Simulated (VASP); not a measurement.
Consider the following.

```
CELL_PARAMETERS angstrom
      0.00000     2.49103     2.49103
      2.49103     0.00000     2.49103
      2.49103     2.49103     0.00000
ATOMIC_POSITIONS crystal
  Gd 0.00000 0.00000 0.00000
  N  0.50000 0.50000 0.50000
```

Calculation: PW91 GGA, VASP's PBE PAW potentials (set 64) (plane waves; VASP 6.6.1). Run with 520 eV cut-off, Gaussian smearing of 0.050 eV, potentials Gd_3 N.

The 4f electrons are frozen in the core of the lanthanide potential, so 4f levels, which can set the real gap, and their magnetism are missing.

**Question.** Give the energies of bands 5 to 10 at the high-symmetry points, in eV from the Fermi level.

**Answer.** 
```
band     Γ      X      U      L      W
----  ----  -----  -----  -----  -----
5     0.01  -1.06  -2.08  -4.03  -2.16
6     0.01  -0.24  -1.26  -2.31  -1.26
7     0.01  -0.24  -1.24  -2.31  -1.26
8     2.99  -0.01   2.29   5.53   3.85
9     2.99   7.08   6.20   6.42   3.85
10    2.99   7.08   7.21   6.42   7.29
```

It has no gap at this level: it comes out as a metal or semimetal.

The compound is GdN in the rock salt structure. It was relaxed first.
